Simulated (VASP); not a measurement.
A run of VASP 6.6.1 is set up as follows.

File INCAR:

```
SYSTEM = BiSbS4
  PREC = Normal
  ENCUT = 520
  EDIFF = 1E-4
  ISMEAR = 0
  SIGMA = 0.15
  LREAL = Auto
  LASPH = .TRUE.
  NELM = 60
  ALGO = Fast
  ISIF = 3
  LWAVE = .FALSE.
  LCHARG = .FALSE.
  GGA = PE
  IBRION = 2
  NSW = 24
  EDIFFG = -0.08
```

The input KPOINTS:

```
regular mesh
0
G
  3 2 2
  0 0 0
```

The input POSCAR:

```
BiSbS4
1.0
    6.1000000000      0.0000000000      0.0000000000
    0.0000000000      7.5000000000      0.0000000000
   -0.1134406400      0.0000000000      6.4990100200
Sb Bi S
2 2 8
Direct
    0.0000000000      0.1800000000      0.2500000000
    0.0000000000      0.8200000000      0.7500000000
    0.5000000000      0.3200000000      0.7500000000
    0.5000000000      0.6800000000      0.2500000000
    0.7400000000      0.3800000000      0.4100000000
    0.2600000000      0.3800000000      0.0900000000
    0.2200000000      0.1100000000      0.5800000000
    0.7800000000      0.1100000000      0.9200000000
    0.2600000000      0.6200000000      0.5900000000
    0.7400000000      0.6200000000      0.9100000000
    0.2200000000      0.8900000000      0.0800000000
    0.7800000000      0.8900000000      0.4200000000
```

Potentials or basis: VASP PAW PBE potentials, release 64 (Sb, Bi_d, S).

Launch:

```console
$ cat potpaw_PBE.64/Sb/POTCAR potpaw_PBE.64/Bi_d/POTCAR potpaw_PBE.64/S/POTCAR > POTCAR
$ mpirun -np 2 vasp_std > vasp.out
```

(1) What does it give for the relaxed cell?

(2) Estimate the band gap on the k mesh.

## Answers

(1) a = 6.296 Å, b = 7.226 Å, c = 6.784 Å, α = 90.00°, β = 83.37°, γ = 90.00°.

(2) 0.34 eV, indirect (least direct gap 0.40 eV).

Caveat: the k mesh is coarse (spacing up to 0.48 Å⁻¹), so the values aren't converged; spin-orbit coupling is left out, which as a rule narrows the gap of such compounds by several tenths of an eV; an odd mesh through Γ misses points on the zone boundary, where band edges often lie.
